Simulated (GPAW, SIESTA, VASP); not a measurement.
## Zr3S2: 3 runs at one level of theory

```
CELL_PARAMETERS angstrom
2.90254 1.67578 3.48777
-2.90254 1.67578 3.48777
0.00000 -3.35156 3.48777
ATOMIC_POSITIONS crystal
Zr 0.84516 0.49576 0.14686
Zr 0.49626 0.16190 0.84770
Zr 0.14023 0.85679 0.49747
S 0.65685 0.66433 0.66125
S 0.33267 0.34574 0.33784
```

The cell comes from a database or a generator and needn't be the stable form of this composition.

Atoms were shifted at random by some hundredths of an Å from the given cell, which wasn't relaxed again for these runs.

Alike in all runs: task single point; functional PBEsol; k mesh 6 × 6 × 6; occupations fermi-dirac, width 0.05 eV; no spin polarisation; no spin-orbit coupling. A missing gap at this level doesn't show that the real crystal is a metal. Pressure is positive in compression and, in plane waves, holds the error of the finite cutoff.

```csv
program and potentials,plane-wave cutoff (eV),notes,band gap (eV),pressure (GPa),largest force (eV/Å),energy over the undisturbed cell (meV/atom)
"SIESTA, files PseudoDojo sr-pbesol-0.4.1-standard, DZP (energy shift 0.003 Ry; two zetas on semicore shells)",-,atomic basis,no gap,-4.13,0.805,16.93
"VASP, PBE PAW files S, Zr_sv, 520 eV",520,potentials made for PBE,?,?,?,-
"GPAW, PAW data sets generated for this functional",600,-,no gap,-6.07,0.896,21.76
```

Question: Estimate from the other rows what the run with VASP, PBE PAW files S, Zr_sv, 520 eV gave.

Answer: No band gap; pressure -5.52 GPa; largest force 0.881 eV/Å. The other rows, which needn't bracket it: pressure -6.07 to -4.13; largest force 0.805 to 0.896; energy over the undisturbed cell 16.93 to 21.76.
